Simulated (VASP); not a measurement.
# MoS2 (R3m): band edges, masses and strain, part 5 of 10

Wanted: where the band edges of MoS2 lie, how heavy the carriers are and how strain moves the gap. The start is a cell from a database of measured crystal structures.

VASP 6.6.1, plane waves and PAW; the level of theory is named at each step.

So far, least gap on mesh and path (eV): step 3 (bands on a dense mesh, PBEsol) 0.884; step 5 (bands with spin-orbit coupling, PBEsol, spin-orbit coupling) 0.854; step 8 (bands on the mesh of the strain series, PBEsol) 0.883.

## 9. Strained cell, atoms relaxed, strain hydrostatic -0.5 %

Level of this step: PBEsol; plane waves and PAW (Mo_sv, S) (VASP).

Strain can move atoms inside the cell where symmetry leaves them free, so a relaxation comes before the gap is read.

Input file INCAR:

```
SYSTEM = MoS2
PREC = Accurate
ENCUT = 400
EDIFF = 1E-06
NELM = 100
ISMEAR = 0
SIGMA = 0.02
LREAL = .FALSE.
ALGO = Normal
GGA = PS
NBANDS = 19
LASPH = .TRUE.
LORBIT = 11
LWAVE = .FALSE.
LCHARG = .FALSE.
KPAR = 4
IBRION = 2
NSW = 30
ISIF = 2
EDIFFG = -0.003
```

Input file POSCAR:

```
MoS2
1.0
    1.5720999403      0.9076523240      6.1192500000
   -1.5720999403      0.9076523240      6.1192500000
    0.0000000000     -1.8153046481      6.1192500000
Mo S
1 2
Direct
    0.0000969778      0.0000969778      0.0000969778
    0.2493547625      0.2493547625      0.2493547625
    0.4175482597      0.4175482597      0.4175482597
```

Input file KPOINTS:

```
Automatic mesh
0
Gamma
10 10 10
0 0 0
```

Potentials, in the order of the species: Mo_sv and S (PBE family, release 64).

The run is started by

```console
$ mpirun -np 4 vasp_std
```

The program printed:

```text
[... set-up lines as in an earlier step ...]
 entering main loop
       N       E                     dE             d eps       ncg     rms          rms(c)
DAV:   1     0.145098063392E+03    0.14510E+03   -0.11865E+04  4632   0.106E+03
DAV:   2    -0.193676271219E+02   -0.16447E+03   -0.16067E+03  5551   0.289E+02
DAV:   3    -0.248152747196E+02   -0.54476E+01   -0.54052E+01  5324   0.495E+01
DAV:   4    -0.248718207022E+02   -0.56546E-01   -0.56518E-01  5593   0.542E+00
DAV:   5    -0.248725909024E+02   -0.77020E-03   -0.77015E-03  5315   0.598E-01    0.265E+01
DAV:   6    -0.237832761700E+02    0.10893E+01   -0.96159E+00  4698   0.199E+01    0.904E+00
DAV:   7    -0.235534360895E+02    0.22984E+00   -0.35319E+00  4543   0.112E+01    0.610E+00
DAV:   8    -0.234434139687E+02    0.11002E+00   -0.53826E-01  4976   0.470E+00    0.181E+00
DAV:   9    -0.234437753502E+02   -0.36138E-03   -0.24006E-02  5470   0.949E-01    0.650E-01
DAV:  10    -0.234424520893E+02    0.13233E-02   -0.98757E-03  4973   0.696E-01    0.131E-01
DAV:  11    -0.234424414192E+02    0.10670E-04   -0.53687E-04  5038   0.169E-01    0.456E-02
DAV:  12    -0.234424261641E+02    0.15255E-04   -0.64104E-05  5035   0.512E-02    0.187E-02
DAV:  13    -0.234424348761E+02   -0.87120E-05   -0.14696E-05  4899   0.220E-02    0.718E-03
DAV:  14    -0.234424349210E+02   -0.44897E-07   -0.83948E-07  3230   0.586E-03
   1 F= -.23442435E+02 E0= -.23442435E+02  d E =-.234424E+02
 curvature:   0.00 expect dE= 0.000E+00 dE for cont linesearch  0.000E+00
 trial: gam= 0.00000 g(F)=  0.618E-02 g(S)=  0.000E+00 ort = 0.000E+00 (trialstep = 0.100E+01)
 search vector abs. value=  0.618E-02
 bond charge predicted
       N       E                     dE             d eps       ncg     rms          rms(c)
DAV:   1    -0.234446255129E+02   -0.21906E-02   -0.30321E-01  4414   0.260E+00    0.545E-01
DAV:   2    -0.234456491583E+02   -0.10236E-02   -0.13705E-02  5220   0.657E-01    0.295E-01
DAV:   3    -0.234456244095E+02    0.24749E-04   -0.29784E-04  5273   0.117E-01    0.152E-01
DAV:   4    -0.234456223595E+02    0.20500E-05   -0.21484E-04  5023   0.826E-02    0.495E-02
DAV:   5    -0.234456094594E+02    0.12900E-04   -0.69240E-05  4894   0.492E-02    0.916E-03
DAV:   6    -0.234456086900E+02    0.76934E-06   -0.37489E-06  4934   0.121E-02
   2 F= -.23445609E+02 E0= -.23445609E+02  d E =-.317377E-02
 trial-energy change:   -0.003174  1 .order   -0.003194   -0.006184   -0.000204
 step:   1.0348(harm=  1.0341)  dis= 0.01263  next Energy=   -23.445612 (dE=-0.318E-02)
 bond charge predicted
       N       E                     dE             d eps       ncg     rms          rms(c)
DAV:   1    -0.234456109435E+02   -0.14841E-05   -0.37277E-04  4504   0.909E-02    0.198E-02
DAV:   2    -0.234456122224E+02   -0.12789E-05   -0.18097E-05  5265   0.235E-02    0.951E-03
DAV:   3    -0.234456121730E+02    0.49374E-07   -0.30221E-07  2852   0.388E-03
   3 F= -.23445612E+02 E0= -.23445612E+02  d E =-.317725E-02
 curvature:  -0.52 expect dE=-0.195E-06 dE for cont linesearch -0.217E-09
 trial: gam= 0.00032 g(F)=  0.378E-06 g(S)=  0.000E+00 ort =-0.161E-05 (trialstep = 0.101E+01)
 search vector abs. value=  0.378E-06
 reached required accuracy - stopping structural energy minimisation
```

Wall time 49 s (4 MPI ranks of Intel Xeon 6975P-C (Granite Rapids), shared host); peak memory 1.2 GiB; 3.2 min of CPU time.

From OUTCAR (step 9):

```text
   ENCUT  =  400.0 eV  29.40 Ry    5.42 a.u.  10.41 10.41 10.41*2*pi/ulx,y,z

   NELECT =      26.0000    total number of electrons

 E-fermi :   8.0343

 k-point     1 :       0.0000    0.0000    0.0000
  band No.  band energies     occupation
    ...
      9       4.3825      2.00000
     10       5.5135      2.00000
     11       5.5135      2.00000
     12       6.4435      2.00000
     13       6.5257      2.00000
     14       9.8252      0.00000
     15       9.8252      0.00000
     16      10.2347      0.00000
     17      10.2347      0.00000
     18      13.2881      0.00000
    ...

  Total       -0.0431465     -0.0431465      0.1144831      0.0000000     -0.0000000      0.0000000
  in kB       -1.3194927     -1.3194927      3.5010877      0.0000000     -0.0000000      0.0000000
  external PRESSURE =       0.2873674 kB  Pullay stress =       0.0000000 kB

 POSITION                                       TOTAL-FORCE (eV/Angst)
 -----------------------------------------------------------------------------------
      0.00000     -0.00000      0.00179         0.000000      0.000000     -0.002284
      0.00000     -0.00000      4.56495         0.000000     -0.000000      0.001207
      0.00000     -0.00000      7.67788         0.000000     -0.000000      0.001078
 -----------------------------------------------------------------------------------
    total drift:                                0.000000      0.000000      0.000089

  FREE ENERGIE OF THE ION-ELECTRON SYSTEM (eV)
  ---------------------------------------------------
  free  energy   TOTEN  =       -23.4456121730 eV

  energy  without entropy=      -23.4456121730  energy(sigma->0) =      -23.44561217

[... 4 parts as in an earlier step ...]

[... 13 further parts left out ...]
```

The steps of the relaxation:

```tsv
step	energy less that of the first step (eV)	largest force (eV/Å)
1	0.0000	0.2533
2	-0.0032	0.0095
3	-0.0032	0.0023
```

The atoms that moved most (Å):

```tsv
atom	dx	dy	dz	length
S2	0.000	0.000	-0.013	0.013
S3	0.000	0.000	0.013	0.013
```

Final coordinates:

```xyz
3
Lattice="1.5721 0.9077 6.1193 -1.5721 0.9077 6.1193 0.0000 -1.8153 6.1193" Properties=species:S:1:pos:R:3 pbc="T T T"
Mo    0.0000    0.0000    0.0018
S     0.0000    0.0000    4.5649
S     0.0000    0.0000    7.6779
```

This step gave:

```yaml
scf_cycles: 23
bands: 19
free_energy_toten: -23.45 eV
fermi_energy: 8.034 eV
pressure: 0.02874 GPa
conduction_bottom_at_k: -0.2, 0.2, 0
least_direct_gap_at_k: -0.3, 0.3, 0
gap_on_the_k_mesh: 0.8921 eV
least_direct_gap_on_the_k_mesh: 2.017 eV
```

The relaxation ends 1.1 meV an atom lower, with a largest force of 0.0023 eV/Å.

## 10. Bands of the strained cell, strain hydrostatic -0.5 %

The gap is read at the strained, relaxed geometry.

Changes to INCAR since step 9:

```diff
@@ -10,3 +10,3 @@
 GGA = PS
-NBANDS = 19
+NBANDS = 26
 LASPH = .TRUE.
@@ -16,5 +16,2 @@
 KPAR = 4
-IBRION = 2
-NSW = 30
 ISIF = 2
-EDIFFG = -0.003
```

Input file POSCAR:

```
MoS2
1.0
    1.5720999403      0.9076523240      6.1192500000
   -1.5720999403      0.9076523240      6.1192500000
    0.0000000000     -1.8153046481      6.1192500000
Mo S
1 2
Direct
    0.0000975334      0.0000975334      0.0000975334
    0.2486660290      0.2486660290      0.2486660290
    0.4182364376      0.4182364376      0.4182364376
```

KPOINTS is that of step 9.

Input file KPOINTS_OPT:

```
Line mode
16
Line-mode
Reciprocal
  0.00000000   0.00000000   0.00000000 GAMMA
  0.50000000   0.00000000   0.00000000 L

  0.50000000   0.00000000   0.00000000 L
  0.50000000   0.18133401  -0.18133401 B1

  0.81866599   0.50000000   0.18133401 B
  0.50000000   0.50000000   0.50000000 Z

  0.50000000   0.50000000   0.50000000 Z
  0.00000000   0.00000000   0.00000000 GAMMA

  0.00000000   0.00000000   0.00000000 GAMMA
  0.34066700   0.00000000  -0.34066700 X

  0.65933300   0.34066700   0.00000000 Q
  0.50000000   0.50000000   0.00000000 F

  0.50000000   0.50000000   0.00000000 F
  0.65933300   0.65933300   0.18133401 P1

  0.65933300   0.65933300   0.18133401 P1
  0.50000000   0.50000000   0.50000000 Z

  0.50000000   0.00000000   0.00000000 L
  0.81866599   0.34066700   0.34066700 P
```

The run is started by

```console
$ mpirun -np 4 vasp_std
```

The program printed:

```text
[... set-up lines as in an earlier step ...]
 entering main loop
       N       E                     dE             d eps       ncg     rms          rms(c)
DAV:   1     0.147192269383E+03    0.14719E+03   -0.11260E+04  6144   0.778E+02
DAV:   2    -0.195594437250E+02   -0.16675E+03   -0.16062E+03  7318   0.237E+02
DAV:   3    -0.248415108714E+02   -0.52821E+01   -0.52450E+01  7346   0.398E+01
DAV:   4    -0.248845602875E+02   -0.43049E-01   -0.43031E-01  7322   0.396E+00
DAV:   5    -0.248851032090E+02   -0.54292E-03   -0.54288E-03  7506   0.437E-01    0.260E+01
DAV:   6    -0.238042010278E+02    0.10809E+01   -0.73037E+00  6298   0.146E+01    0.887E+00
DAV:   7    -0.235678744907E+02    0.23633E+00   -0.28378E+00  6138   0.830E+00    0.623E+00
DAV:   8    -0.234475504301E+02    0.12032E+00   -0.49342E-01  6612   0.356E+00    0.152E+00
DAV:   9    -0.234460105504E+02    0.15399E-02   -0.16593E-02  7400   0.675E-01    0.552E-01
DAV:  10    -0.234455819079E+02    0.42864E-03   -0.15083E-03  6824   0.255E-01    0.158E-01
DAV:  11    -0.234456231711E+02   -0.41263E-04   -0.24919E-04  7026   0.779E-02    0.683E-02
DAV:  12    -0.234456068387E+02    0.16332E-04   -0.42910E-05  6568   0.318E-02    0.314E-02
DAV:  13    -0.234456120623E+02   -0.52236E-05   -0.59861E-06  6520   0.122E-02    0.661E-03
DAV:  14    -0.234456120786E+02   -0.16310E-07   -0.56731E-07  5450   0.385E-03
   1 F= -.23445612E+02 E0= -.23445612E+02  d E =-.540131E-18
 Start KPOINTS_OPT (optional k-point list driver)
k-point batch [1-116\144]
       N       E                     dE             ncg
DAV:   1    -0.792921894229E+04   -0.81428E+05     6168
DAV:   2    -0.271599213756E+05   -0.19231E+05     7344
DAV:   3    -0.277278181044E+05   -0.56790E+03     7346
DAV:   4    -0.277324055385E+05   -0.45874E+01     7130
DAV:   5    -0.277324622589E+05   -0.56720E-01     7350
DAV:   6    -0.277324632510E+05   -0.99210E-03     7282
DAV:   7    -0.277324632721E+05   -0.21134E-04     7306
DAV:   8    -0.277324632726E+05   -0.46259E-06     5142
k-point batch [117-144\144]
       N       E                     dE             ncg
DAV:   1     0.530859606561E+05   -0.21253E+05     1504
DAV:   2     0.484904211504E+05   -0.45955E+04     1766
DAV:   3     0.483569885544E+05   -0.13343E+03     1810
DAV:   4     0.483559238647E+05   -0.10647E+01     1786
DAV:   5     0.483559106359E+05   -0.13229E-01     1810
DAV:   6     0.483559104026E+05   -0.23333E-03     1802
DAV:   7     0.483559103976E+05   -0.49768E-05     1770
DAV:   8     0.483559103975E+05   -0.10834E-06     1354
```

The job ended after 55 s (4 MPI ranks; peak memory 1.4 GiB; 3.6 min of CPU time).

Parts of OUTCAR (step 10):

```text
   NELECT =      26.0000    total number of electrons

 E-fermi :   7.8455

 k-point     1 :       0.0000    0.0000    0.0000
  band No.  band energies     occupation
    ...
      9       4.3824      2.00000
     10       5.5133      2.00000
     11       5.5133      2.00000
     12       6.4435      2.00000
     13       6.5255      2.00000
     14       9.8251      0.00000
     15       9.8251      0.00000
     16      10.2347      0.00000
     17      10.2347      0.00000
     18      13.2879      0.00000
    ...

  Total       -0.0428675     -0.0428675      0.1156463      0.0000000     -0.0000000      0.0000000
  in kB       -1.3109608     -1.3109608      3.5366583      0.0000000     -0.0000000      0.0000000
  external PRESSURE =       0.3049122 kB  Pullay stress =       0.0000000 kB

 POSITION                                       TOTAL-FORCE (eV/Angst)
 -----------------------------------------------------------------------------------
      0.00000     -0.00000      0.00179         0.000000      0.000000     -0.002292
      0.00000     -0.00000      4.56495         0.000000     -0.000000      0.001022
      0.00000     -0.00000      7.67788         0.000000     -0.000000      0.001270
 -----------------------------------------------------------------------------------
    total drift:                                0.000000      0.000000      0.000105

  FREE ENERGIE OF THE ION-ELECTRON SYSTEM (eV)
  ---------------------------------------------------
  free  energy   TOTEN  =       -23.4456120786 eV

  energy  without entropy=      -23.4456120786  energy(sigma->0) =      -23.44561208

[... 8 parts as in an earlier step ...]

[... 9 further parts left out ...]
```

Numbers from this step:

* SCF cycles: 14
* bands: 26
* Fermi energy: 7.846 eV
* pressure: 0.03049 GPa
* least gap on mesh and path: 0.8595 eV
* least direct gap on mesh and path: 1.794 eV
* conduction bottom at k: 0.1817, 0, -0.1817
* least direct gap at k: 0.5, 0.1692, -0.1692

The electronic bands at the labelled points (eV, zero at the valence-band top; v1 is the highest filled band, c1 the lowest empty one):

```tsv
point	v4	v3	v2	v1	c1	c2	c3	c4
Γ	-2.22	-2.22	-1.29	-1.21	2.09	2.09	2.50	2.50
0.53 of the way	-3.35	-2.35	-1.76	-1.63	1.21	1.79	2.77	3.14
L	-3.99	-2.38	-1.54	-1.50	1.69	2.07	3.49	3.51
0.47 of the way	-3.85	-3.00	-2.55	-1.09	1.50	2.31	2.67	4.02
B1	-4.39	-3.82	-2.84	-0.75	1.10	2.23	3.06	4.32
jump to B	-4.39	-3.82	-2.84	-0.75	1.10	2.23	3.06	4.32
0.47 of the way	-4.19	-2.78	-1.94	-1.57	1.50	1.89	2.22	3.69
Z	-3.37	-2.19	-2.19	0.00	2.20	2.20	2.35	2.35
0.47 of the way	-2.79	-2.20	-2.20	-0.25	2.14	2.14	2.43	2.43
Γ	-2.22	-2.22	-1.29	-1.21	2.09	2.09	2.50	2.50
0.47 of the way	-3.69	-2.65	-1.54	-1.46	0.91	1.82	2.27	3.61
X	-4.39	-3.73	-2.90	-0.73	1.07	2.24	3.04	4.34
jump to Q	-4.39	-3.73	-2.90	-0.73	1.07	2.24	3.04	4.34
0.47 of the way	-4.06	-3.36	-2.79	-0.98	1.56	2.52	2.97	3.70
F	-3.90	-2.99	-1.75	-1.31	1.64	2.22	3.01	3.97
0.47 of the way	-3.91	-2.96	-1.74	-1.32	1.65	2.23	3.02	3.94
P1	-3.92	-2.86	-1.70	-1.34	1.65	2.25	3.06	3.85
0.47 of the way	-3.24	-2.48	-2.44	-1.46	1.65	2.07	2.19	3.32
Z	-3.37	-2.19	-2.19	0.00	2.20	2.20	2.35	2.35
jump to L	-3.99	-2.38	-1.54	-1.50	1.69	2.07	3.49	3.51
0.47 of the way	-3.97	-2.54	-1.58	-1.44	1.68	2.14	3.37	3.60
P	-3.92	-2.86	-1.70	-1.34	1.65	2.25	3.06	3.85
```

Of the projections kept (Mo, S), the largest for each band there; the rest of the weight can lie on other orbitals:

```tsv
point	v4	v3	v2	v1	c1	c2	c3	c4
Γ	Mo 0.62	Mo 0.62	Mo 0.84	S 0.92	S 0.51	S 0.51	S 0.62	S 0.62
L	Mo 0.57	S 0.72	S 0.82	Mo 0.71	Mo 0.96	Mo 0.91	Mo 0.61	Mo 0.63
B1	S 0.64	S 0.77	S 0.67	Mo 0.83	Mo 0.92	Mo 0.79	Mo 0.78	Mo 0.71
B	S 0.64	S 0.77	S 0.67	Mo 0.83	Mo 0.92	Mo 0.79	Mo 0.78	Mo 0.71
Z	Mo 0.71	Mo 0.63	Mo 0.63	Mo 0.70	S 0.53	S 0.53	S 0.61	S 0.61
Γ	Mo 0.62	Mo 0.62	Mo 0.84	S 0.92	S 0.51	S 0.51	S 0.62	S 0.62
```

For the least gap on mesh and path, step 8 gave 0.883 eV; this run, with strain hydrostatic -0.5 %, gives 0.860 eV.

## 11. Strained cell, atoms relaxed, strain hydrostatic 0.5 %

Changes to INCAR since step 10:

```diff
@@ -10,3 +10,3 @@
 GGA = PS
-NBANDS = 26
+NBANDS = 19
 LASPH = .TRUE.
@@ -16,2 +16,5 @@
 KPAR = 4
+IBRION = 2
+NSW = 30
 ISIF = 2
+EDIFFG = -0.003
```

Input file POSCAR:

```
MoS2
1.0
    1.5878999397      0.9167744580      6.1807500000
   -1.5878999397      0.9167744580      6.1807500000
    0.0000000000     -1.8335489159      6.1807500000
Mo S
1 2
Direct
    0.0000969778      0.0000969778      0.0000969778
    0.2493547625      0.2493547625      0.2493547625
    0.4175482597      0.4175482597      0.4175482597
```

KPOINTS is that of step 10.

The run is started by

```console
$ mpirun -np 4 vasp_std
```

The program printed:

```text
[... set-up lines as in an earlier step ...]
 entering main loop
       N       E                     dE             d eps       ncg     rms          rms(c)
DAV:   1     0.145402769772E+03    0.14540E+03   -0.11877E+04  4584   0.106E+03
DAV:   2    -0.192075412493E+02   -0.16461E+03   -0.16066E+03  5518   0.287E+02
DAV:   3    -0.248668768829E+02   -0.56593E+01   -0.56096E+01  5390   0.500E+01
DAV:   4    -0.249284128943E+02   -0.61536E-01   -0.61501E-01  5479   0.552E+00
[...]
DAV:  12    -0.234356922306E+02    0.26154E-04   -0.10828E-04  5019   0.693E-02    0.320E-02
DAV:  13    -0.234357032817E+02   -0.11051E-04   -0.23244E-05  4821   0.284E-02    0.102E-02
DAV:  14    -0.234357033327E+02   -0.51051E-07   -0.15350E-06  3562   0.769E-03
   1 F= -.23435703E+02 E0= -.23435703E+02  d E =-.234357E+02
[...]
N       E                     dE             d eps       ncg     rms          rms(c)
DAV:   1    -0.234378529531E+02   -0.21497E-02   -0.27554E-01  4414   0.245E+00    0.530E-01
DAV:   2    -0.234387875919E+02   -0.93464E-03   -0.12285E-02  5191   0.618E-01    0.266E-01
DAV:   3    -0.234387665278E+02    0.21064E-04   -0.26067E-04  5271   0.108E-01    0.142E-01
DAV:   4    -0.234387684264E+02   -0.18986E-05   -0.19176E-04  5045   0.779E-02    0.512E-02
DAV:   5    -0.234387566005E+02    0.11826E-04   -0.66467E-05  4924   0.480E-02    0.858E-03
DAV:   6    -0.234387556290E+02    0.97152E-06   -0.34352E-06  4657   0.117E-02
   2 F= -.23438756E+02 E0= -.23438756E+02  d E =-.305230E-02
 trial-energy change:   -0.003052  1 .order   -0.003031   -0.005614   -0.000447
 step:   1.0842(harm=  1.0865)  dis= 0.01260  next Energy=   -23.438774 (dE=-0.307E-02)
[...]
N       E                     dE             d eps       ncg     rms          rms(c)
DAV:   1    -0.234387680236E+02   -0.11423E-04   -0.19715E-03  4474   0.208E-01    0.445E-02
DAV:   2    -0.234387754729E+02   -0.74494E-05   -0.91386E-05  5211   0.529E-02    0.219E-02
DAV:   3    -0.234387754426E+02    0.30335E-07   -0.16176E-06  3902   0.880E-03
   3 F= -.23438775E+02 E0= -.23438775E+02  d E =-.307211E-02
[...]
reached required accuracy - stopping structural energy minimisation
```

Run time: 46 s. Hardware: 4 MPI ranks; peak memory 1.2 GiB; 3 min of CPU time.

Parts of OUTCAR (step 11):

```text
  Total       -1.0004107     -1.0004107     -0.0362247      0.0000000     -0.0000000      0.0000000
  in kB      -29.6900436    -29.6900436     -1.0750707      0.0000000     -0.0000000      0.0000000
  external PRESSURE =     -20.1517193 kB  Pullay stress =       0.0000000 kB

 POSITION                                       TOTAL-FORCE (eV/Angst)
 -----------------------------------------------------------------------------------
      0.00000      0.00000      0.00182         0.000000      0.000000      0.001021
      0.00000      0.00000      4.63620         0.000000     -0.000000     -0.000122
      0.00000      0.00000      7.72965         0.000000     -0.000000     -0.000899
 -----------------------------------------------------------------------------------
    total drift:                                0.000000      0.000000      0.000027

  FREE ENERGIE OF THE ION-ELECTRON SYSTEM (eV)
  ---------------------------------------------------
  free  energy   TOTEN  =       -23.4387754426 eV

  energy  without entropy=      -23.4387754426  energy(sigma->0) =      -23.43877544

[... 2 parts as in an earlier step ...]

[... 2 further parts left out ...]
[key lines of the parts left out:]
E-fermi :   7.5758
```

The steps of the relaxation:

```tsv
step	energy less that of the first step (eV)	largest force (eV/Å)
1	0.0000	0.2415
2	-0.0031	0.0197
3	-0.0031	0.0010
```

The atoms that moved most (Å):

```tsv
atom	dx	dy	dz	length
S3	0.000	0.000	-0.013	0.013
S2	0.000	0.000	0.013	0.013
```

Final coordinates:

```xyz
3
Lattice="1.5879 0.9168 6.1807 -1.5879 0.9168 6.1807 0.0000 -1.8335 6.1807" Properties=species:S:1:pos:R:3 pbc="T T T"
Mo    0.0000    0.0000    0.0018
S     0.0000    0.0000    4.6362
S     0.0000    0.0000    7.7297
```

The relaxation ends 1.0 meV an atom lower, with a largest force of 0.0010 eV/Å.

(Part 5 of 10 ends here.)

[Lines on the potential files, build, host, timing and source positions are cut from VASP's logs without a mark.]

[Logs are printed without paths, hosts, clocks, repeated set-up lines and the standing remarks that a program may print on its own settings, such as how far it seeks lower states.]

[Hosts, paths, dates, database ids (printed as entryN), source tags and the programs' standing remarks are cut or masked in the printed files.]

[In band tables of VASP the shares of atoms and orbitals are scaled to a sum of 1 inside the atoms' spheres.]

[Gaps and slopes under strain along one axis are those of the sampled path and mesh points; where strain splits equal valleys, another of them can be the edge.]
